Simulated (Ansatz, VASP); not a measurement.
**Cross-check of W2CSO (W2COS MXene, 1 layer) between VASP and Ansatz**

Aim: how closely do two programs agree when they are given the same cell, functional and k mesh? The structure shown is the start of the Ansatz relaxation below; VASP solves that cell, so the two are compared at the walk's first step.

Program: Ansatz 0.2.0. Level of theory: plane waves, with VASP 6.6.1 beside it; single point at PBE. Results are calculated unless marked as measured.

### 1. Starting point

The cell holds 5 atoms: 1 S, 2 W, 1 C and 1 O. Cell: a = 3.125 Å, b = 3.125 Å, c = 20.317 Å, α = 90.0°, β = 90.0°, γ = 120.0°. Vacuum lies along c.

### 2. Ansatz: relaxation, PBE

Ansatz runs on its default PAW (the set named soft_2) files.

The two programs are compared at the cell with which this relaxation starts, whose forces are those of its first step.

input.yaml reads:

```yaml
crystal:
  lattice:
    - [3.125408, 0.0, 0.0]
    - [-1.562704, 2.7066827252, 0.0]
    - [0.0, 0.0, 20.3172382404]
  atoms:
    - { symbol: S, position: [0.3333333333, 0.6666666667, 0.3691446599] }
    - { symbol: W, position: [0.6666666667, 0.3333333333, 0.4548767707] }
    - { symbol: C, position: [0.0, 0.0, 0.515574131] }
    - { symbol: W, position: [0.3333333333, 0.6666666667, 0.5762714912] }
    - { symbol: O, position: [0.6666666667, 0.3333333333, 0.6308553401] }
kpoints:
  mp_grid: { grid: [12, 12, 1] }
hamiltonian:
  xc: pbe
scf:
  occupations: { method: fermi_dirac, width: 0.05 }
  convergence: { dr2_threshold: 1.0e-08 }
efield:
  axis: 3
  dipole_correction: true
  ramp_position: 0.97
  ramp_width: 0.04
relax:
  f_tol: 0.01
  cell: { fix: [c, alpha, beta] }
output:
  write_potential: true
  write_density: true
  volumetric_format: npy
```

On the command line:

```console
$ ansatz run input.yaml --threads 2 --pin off --max-ram 4096MiB --backend cpu --events-out ev --progress --plain --runs-dir out
```

Numbers of over 12 decimals in the logs are rounded to 6 here.

The program printed:

```text
Warning: relax.cell: scf.convergence.dr2_threshold = 1e-8 eV is looser than the 5e-10 eV advised for a relaxation that steers and ends on the stress (1e-10 eV for each atom of the cell: 5). What an SCF threshold leaves in a stress goes as its square root, and in the free energy as the threshold itself, and one threshold admits the most on a small cell: [figures from the program's tests cut] Set scf.convergence.dr2_threshold to 5e-10 eV or tighter. The threshold is an SCF's pass mark: one that does not reach it within its budget of iterations ends unconverged, or closes short of it on a stop that the run arms, and scf.convergence.dr2_threshold's page says what that costs each kind of run
Engine: ansatz 0.2.0, x86_64-unknown-linux-gnu
Pseudopotentials: kind: paw
Pseudopotential: S, paw, valence charge 6, recommended cutoff 420 eV (normal), S.paw.azcp
Pseudopotential: W, paw, valence charge 14, recommended cutoff 420 eV (normal), W.paw.azcp
Pseudopotential: C, paw, valence charge 4, recommended cutoff 420 eV (normal), C.paw.azcp
Pseudopotential: O, paw, valence charge 6, recommended cutoff 420 eV (normal), O.paw.azcp
Functional definition: PBE
  parameter kappa = 0.804
  parameter beta = 0.066725
  exchange = pbe_x(kappa = kappa, mu = beta*pi^2/3)
  correlation = pbe_c(beta = beta)
Crystal: 5 atoms, lattice volume = 171.873 Å³
Basis set: ecut = 420 eV, 3343 PW (Γ), exchange–correlation on 48×48×288 points (8 copies of the dense FFT grid, shifted against one another)
Bands: 27, of which v1, the nominal top of the filled ones, is band 22 counted from 1 (21 counted from 0)
Symmetry: 6 space group operations
Space group: P3m1 (ITA 156), of the structure as read, at distance tolerance 5.6e-5 Å
k-points: 19 of 144 (time reversal used)
Non-local potential: S, projectors of the file, l = 0: 2, l = 1: 2, l = 2: 2
Non-local potential: W, projectors of the file, l = 0: 3, l = 1: 2, l = 2: 2, l = 3: 1
Non-local potential: C, projectors of the file, l = 0: 2, l = 1: 2, l = 2: 1
Non-local potential: O, projectors of the file, l = 0: 2, l = 1: 2, l = 2: 1
PAW form: soft (Blöchl's): semilocal exchange-correlation on the pseudo side does not see the compensation charge
PAW one-centre angular grid: S, 110 points (default); XC on 64 Gauss nodes
PAW one-centre angular grid: W, 590 points (default); XC on 64 Gauss nodes
PAW one-centre angular grid: C, 110 points (default); XC on 64 Gauss nodes
PAW one-centre angular grid: O, 110 points (default); XC on 64 Gauss nodes
Initial density: superposition of atomic densities (neutral atoms: chi_scale 0, normalization atom), corrected by the library's trained network
Initial wavefunctions: pseudopotential atomic-orbital guess
Functional: x = pbe(κ = 0.804, μ = 0.219515), c = pbe(β = 0.066725)
SCF iter   1: F=—  HF=-22489.990843 eV  |F-HF|=—  |Δ(HF+E_count)|=         —  Δρ=5.04e-3  dr2=4.69e-2  ethr=1.77e-3  p=-0.025 e·Å  D=-2.60e-2 V/Å  ΔV_dip=0.53 eV  dr2_dipole=2.14e-3  V_vac-E_F(+/−)=5.60/5.07 eV  ⟨swp⟩=9.3  Hψ=3107  notcnv=0
efield: sawtooth ramp at fractional position 0.9700 (set: `efield.ramp_position`, or a place that a band, a saddle search or an elastic batch's reference lends), width 0.0400; the density the first Hamiltonian is built on has a dipole p = -0.025 e·Å; the dipole correction subtracts the counter field D = -2.60e-2 V/Å, which shifts the + side's vacuum level by +0.53 eV against the − side's; the planar-averaged density in the ramp window peaks in size at 3.8e-5 e/Å³
preconditioner: auto → LDOS  [metal: Δε(μ)=0.111 eV  Ē_g=8.339 eV  σ=0.050 eV  W_gap=0.43  n_scr=14 (ndim 8)  ℏωp=15.0 eV  f_vac=0.596  D(μ)=2.63/eV (n_scr^D=10)  β→1.0]
SCF iter   2: F=—  HF=-22489.990602 eV  |F-HF|=—  |Δ(HF+E_count)|=   2.41e-4  Δρ=3.28e-3  dr2=2.35e-2  ethr=1.06e-4  p=-0.021 e·Å  D=-2.18e-2 V/Å  ΔV_dip=0.44 eV  dr2_dipole=1.22e-3  V_vac-E_F(+/−)=5.43/4.99 eV  ⟨swp⟩=2.1  Hψ=1027  notcnv=0
SCF iter   3: F=—  HF=-22489.987031 eV  |F-HF|=—  |Δ(HF+E_count)|=   3.57e-3  Δρ=7.10e-4  dr2=9.32e-4  ethr=5.34e-5  p=-0.024 e·Å  D=-2.57e-2 V/Å  ΔV_dip=0.52 eV  dr2_dipole=2.18e-5  V_vac-E_F(+/−)=5.49/4.96 eV  ⟨swp⟩=2.0  Hψ=874  notcnv=0
SCF iter   4: F=—  HF=-22489.986949 eV  |F-HF|=—  |Δ(HF+E_count)|=   8.22e-5  Δρ=1.39e-4  dr2=6.81e-5  ethr=2.12e-6  p=-0.024 e·Å  D=-2.56e-2 V/Å  ΔV_dip=0.52 eV  dr2_dipole=1.48e-5  V_vac-E_F(+/−)=5.48/4.96 eV  ⟨swp⟩=2.7  Hψ=863  notcnv=0
SCF iter   5: F=—  HF=-22489.986976 eV  |F-HF|=—  |Δ(HF+E_count)|=   2.73e-5  Δρ=3.50e-5  dr2=2.61e-6  ethr=1.55e-7  p=-0.024 e·Å  D=-2.56e-2 V/Å  ΔV_dip=0.52 eV  dr2_dipole=1.37e-7  V_vac-E_F(+/−)=5.48/4.96 eV  ⟨swp⟩=2.3  Hψ=777  notcnv=0
[...]
SCF 9 converged in 5 iterations: F = -22490.378519 eV  dr2 = 1.42e-9
relax step   9: F+E_penalty+E_count = -22490.37851936 eV  Δ(F+E_penalty+E_count) = +6.461e-5 eV  max|allowed force component| = 4.760e-4 eV/Å  Δτ_max = 0.0009 Å  P = +0.002 GPa  Ω = 178.135 Å³  energy of the carried Pulay correction = -8.548e-5 eV  fix = [c, alpha, beta]  reactions: c +0.001 GPa  (5 SCF iters, accepted)
iter 1 solved again at ethr=3.58e-7 eV; its pass at ethr=3.10e-3 eV (dr2=1.58e-4 eV) is discarded
SCF iter   1: F=—  HF=-22490.378685 eV  |F-HF|=—  |Δ(HF+E_count)|=         —  Δρ=4.36e-6  dr2=1.02e-8  ethr=3.58e-7  p=-0.039 e·Å  D=-3.97e-2 V/Å  ΔV_dip=0.81 eV  dr2_dipole=2.04e-10  V_vac-E_F(+/−)=5.75/4.95 eV  ⟨swp⟩=4.3  Hψ=4683  notcnv=0
efield: sawtooth ramp at fractional position 0.9700 (set: `efield.ramp_position`, or a place that a band, a saddle search or an elastic batch's reference lends), width 0.0400; the density the first Hamiltonian is built on has a dipole p = -0.039 e·Å; the dipole correction subtracts the counter field D = -3.97e-2 V/Å, which shifts the + side's vacuum level by +0.81 eV against the − side's; the planar-averaged density in the ramp window peaks in size at 3.5e-6 e/Å³
eigensolver tolerance schedule: the retry pair's looser diagonalisation over-reported the residual by 15403.75 of it (diagonalisation noise at an unbounded share of the residual, at the tolerance the schedule requests for it); recorded, not acted on — ethr = c·dr2/N_el stays at c = 1.0e-1
preconditioner: auto → LDOS  [metal: Δε(μ)=0.106 eV  Ē_g=8.512 eV  σ=0.050 eV  W_gap=0.43  n_scr=12 (ndim 8)  ℏωp=14.7 eV  f_vac=0.616  D(μ)=1.19/eV (n_scr^D=6)  β→1.0]
SCF iter   2: F=—  HF=-22490.378653 eV  |F-HF|=—  |Δ(HF+E_count)|=   3.20e-5  Δρ=3.04e-6  dr2=2.11e-8  ethr=2.32e-11  p=-0.039 e·Å  D=-3.97e-2 V/Å  ΔV_dip=0.81 eV  dr2_dipole=1.20e-9  V_vac-E_F(+/−)=5.75/4.95 eV  ⟨swp⟩=6.3  Hψ=2181  notcnv=0
SCF iter   3: F=-22490.378653 eV  HF=-22490.378653 eV  |F-HF|=4.40e-10  |Δ(HF+E_count)|=  7.02e-10  Δρ=9.06e-7  dr2=1.09e-9  ethr=2.27e-11  p=-0.039 e·Å  D=-3.97e-2 V/Å  ΔV_dip=0.81 eV  dr2_dipole=6.49e-11  V_vac-E_F(+/−)=5.75/4.95 eV  ⟨swp⟩=12.7  Hψ=4715  notcnv=0
SCF 10 converged in 3 iterations: F = -22490.378653 eV  dr2 = 1.09e-9
relax step  10: F+E_penalty+E_count = -22490.37865268 eV  Δ(F+E_penalty+E_count) = -1.333e-4 eV  max|allowed force component| = 4.896e-4 eV/Å  Δτ_max = 0.0000 Å  P = +0.003 GPa  Ω = 178.135 Å³  fix = [c, alpha, beta]  reactions: c +0.001 GPa  stress off target by 3.69e-3 GPa on what of the cell is left free  SCF on the basis re-selected at this cell (its energy is not comparable with the rows above)  (3 SCF iters)
basis re-selected at this cell: Δ(F+E_penalty+E_count) = -1.333e-4 eV, ΔP = +0.000 GPa vs the last step (what re-selecting the basis moved, of the pressure what is left beyond the Pulay correction that the steps carried, after the strain that the cell walked since its last selection, with what the two solves' SCF thresholds leave and, on support functions, any second-order correction that the steps lacked; it is no m [...]
WARN: The output density's exchange-correlation potential varies sharply where the density is thin. Do not read a vacuum level from v_tot or v_xc, or from such a field of the output density. On a cell that repeats whose density bears no net charge and no dipole along the vacuum's axis use v_es (v_loc + v_h of the components); under efield.dipole_correction with no amplitude use v_es + v_field, which holds any externa [...]
SCF converged after 3 iterations
Free energy (F): -22490.378653 eV
Harris-Foulkes:  -22490.378653 eV  (|F-HF|=4.40e-10)
Internal energy: -22490.368012 eV  (E = F + TS)
E sigma→0 (E₀):  -22490.373333 eV
Entropy (-TS):   -0.010640 eV (-2.128 meV/atom)
Fermi energy:    2.274190 eV
Dipole field:    D = -0.039700 V/Å  (p = -0.039083 e·Å, saw-weighted, corrected)
Work function:   Φ+ = 5.7544 eV   Φ− = 4.9478 eV
Levels:          The Fermi level and band energies are counted from a zero that moves with the ramp; work functions are not
--- Per-component energies (eV) ---
  E_band       = -872.834240
  E_kinetic    = 1273.547406
  E_local      = -37242.003017  (includes V_loc(G=0)·N_el)
  E_nonlocal   = 102.843611
  E_hartree    = 18003.988291
  E_xc         = -753.551385
  E_vxc        = -719.669175  (∫ρ·V_xc dr)
  E_paw        = -17981.580234  (= ΣΔE_a)
  E_vpaw       = -296.278637  (= ΣTr[D̂ρ^β])
  E_aug_tail   = 0.002299  (compensation charges beyond the density's cutoff)
  E_efield     = 0.000776  (sawtooth field / dipole correction)
  E_vefield    = 0.743943  (∫n·V_field dr)
  E_ewald      = 14106.384240
  E_smearing   = -0.010640  (= −TS)
  E_closure    = -0.000000  (closes the sum)
  Σ components = -22490.378653   (vs F -22490.378653, Δ=0.00e0)
--- Forces (eV/Å), atoms counted from 1 ---
  atom   1  S      0.00000000    -0.00000000    -0.00026701
  atom   2  W     -0.00000000     0.00000000     0.00011899
  atom   3  C      0.00000000    -0.00000000    -0.00049317
  atom   4  W      0.00000000     0.00000000     0.00039771
  atom   5  O     -0.00000000     0.00000000     0.00022574
  max |Σ_I F_I| component: 1.77e-5 eV/Å
--- Stress (GPa, compression-positive) ---
        0.003694       0.000000      -0.000000
        0.000000       0.003694       0.000000
       -0.000000       0.000000       0.000951
  P = ⅓ Tr σ = 0.0028 GPa (0.028 kbar)
--- Band table (eV; the first three rows and the last of 19) ---
  k-point 0: bands = [... 18 lower, -0.3311, -0.3311, 0.9985, 0.9985, 1.2391, 2.9163, 2.9163, 3.3718, ... 1 higher]
  k-point 1: bands = [... 18 lower, -0.4958, -0.4154, 0.5221, 1.1838, 1.6594, 2.9824, 3.0464, 3.6638, ... 1 higher]
  k-point 2: bands = [... 18 lower, -0.6168, -0.3737, -0.0379, 1.4022, 2.0678, 3.0238, 3.4967, 3.9661, ... 1 higher]
  k-point 18: bands = [... 18 lower, -2.2003, -2.0749, 1.3697, 1.6183, 1.9330, 3.6672, 4.1876, 4.5285, ... 1 higher]
--- Relaxed structure (8 steps of the walk, 7 accepted, 2 SCFs on fresh bases) ---
  F+E_penalty+E_count = -22490.37865268 eV   max|allowed force component| = 4.896e-4 eV/Å   (the final SCF, on the basis selected at the relaxed cell)
  cell:  # Å, volume = 178.1354 Å³
    - [3.181834, 0.0, 0]
    - [-1.590917, 2.755549, 0]
    - [0, 0, 20.3172382404]
  atoms:
    - { symbol: S, position: [0.333333, 0.666667, 0.379455] }
    - { symbol: W, position: [0.666667, 0.333333, 0.460678] }
    - { symbol: C, position: [1.0006805619652941e-19, 0, 0.515677] }
    - { symbol: W, position: [0.333333, 0.666667, 0.568248] }
    - { symbol: O, position: [0.666667, 0.333333, 0.622664] }
```

(Continued in part 2 of 2.)

[Lines on the potential files, build, host, timing and source positions are cut from VASP's logs without a mark.]

[Logs are printed without paths, hosts, clocks, repeated set-up lines and the standing remarks that a program may print on its own settings, such as how far it seeks lower states.]

[Hosts, paths, dates, database ids (printed as entryN), source tags and the programs' standing remarks are cut or masked in the printed files.]
